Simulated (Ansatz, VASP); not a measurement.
## GaSn: equilibrium volume by level of theory

Symmetry: Fmmm, No. 69, orthorhombic system. The conventional cell has a = 5.459 Å, b = 5.806 Å, c = 6.196 Å, α = 90.00°, β = 90.00°, γ = 90.00°. Ga (site symmetry mmm) is surrounded by 6 Sn at 2.73 to 3.10 Å. Sn (site symmetry mmm) is surrounded by 6 Ga at 2.73 to 3.10 Å.

```csv
rung,level,program and potentials,cutoff (eV),k mesh,smearing,equilibrium volume (Å³/atom),notes
LDA,LDA,"Ansatz, Ansatz PAW",420,8 × 8 × 8,fermi-dirac 0.05,22.36,"potentials made for PBE, which Ansatz adapts in part"
GGA,AM05,"VASP, PBE PAW files Ga_d, Sn_d, 600 eV",600,8 × 8 × 8,fermi-dirac 0.05,23.06,potentials made for PBE
GGA,BLYP,"Ansatz, Ansatz PAW",420,8 × 8 × 8,fermi-dirac 0.05,27.00,"potentials made for PBE, which Ansatz adapts in part"
GGA,BLYP,"VASP, PBE PAW files Ga_d, Sn_d, 600 eV",600,8 × 8 × 8,fermi-dirac 0.05,(a),potentials made for PBE
GGA,PBE,"Ansatz, Ansatz PAW",420,8 × 8 × 8,fermi-dirac 0.05,24.45,-
GGA,PBEsol,"Ansatz, Ansatz PAW",420,8 × 8 × 8,fermi-dirac 0.05,23.08,"potentials made for PBE, which Ansatz adapts in part"
GGA,PBEsol,"VASP, PBE PAW files Ga_d, Sn_d, 600 eV",600,8 × 8 × 8,fermi-dirac 0.05,(b),potentials made for PBE
GGA,PW91,"VASP, PBE PAW files Ga_d, Sn_d, 600 eV",600,8 × 8 × 8,fermi-dirac 0.05,24.50,potentials made for PBE
GGA,RPBE,"Ansatz, Ansatz PAW",420,8 × 8 × 8,fermi-dirac 0.05,25.29,"potentials made for PBE, which Ansatz adapts in part"
GGA,revPBE,"Ansatz, Ansatz PAW",420,8 × 8 × 8,fermi-dirac 0.05,25.05,"potentials made for PBE, which Ansatz adapts in part"
GGA,revPBE,"VASP, PBE PAW files Ga_d, Sn_d, 600 eV",600,8 × 8 × 8,fermi-dirac 0.05,25.12,potentials made for PBE
non-local van der Waals functional,optB88-vdW,"VASP, PBE PAW files Ga_d, Sn_d, 600 eV",600,8 × 8 × 8,fermi-dirac 0.05,24.53,potentials made for PBE
non-local van der Waals functional,rev-vdW-DF2,"VASP, PBE PAW files Ga_d, Sn_d, 600 eV",600,8 × 8 × 8,fermi-dirac 0.05,24.03,potentials made for PBE
non-local van der Waals functional,vdW-DF-cx,"VASP, PBE PAW files Ga_d, Sn_d, 600 eV",600,8 × 8 × 8,fermi-dirac 0.05,23.32,potentials made for PBE
meta-GGA,SCAN,"VASP, PBE PAW files Ga_d, Sn_d, 600 eV",600,8 × 8 × 8,fermi-dirac 0.05,23.40,potentials made for PBE
meta-GGA + dispersion,SCAN+D3(BJ),"VASP, PBE PAW files Ga_d, Sn_d, 600 eV",600,8 × 8 × 8,fermi-dirac 0.05,23.15,potentials made for PBE
meta-GGA,r2SCAN,"Ansatz, Ansatz PAW",500,8 × 8 × 8,fermi-dirac 0.05,23.55,"potentials made for PBE, which Ansatz adapts in part"
meta-GGA,r2SCAN,"VASP, PBE PAW files Ga_d, Sn_d, 600 eV",600,8 × 8 × 8,methfessel-paxton 0.2,(c),potentials made for PBE
```

Task: relaxation of cell and atoms. All rows: no spin polarisation. Smearing widths are in eV. For a metal such meshes aren't converged. Meshes are those of the run's cell of 2 atoms unless a note names another. Relaxations start from the cell shown or near it and stop with a little pressure left. Runs on faulty files, with rough fits or with known faults for this quantity aren't shown. No row holds spin-orbit coupling.

Q: Estimate the values left out from the other rows.

A: (a) 26.98 Å³/atom; (b) 23.09 Å³/atom; (c) 23.53 Å³/atom.
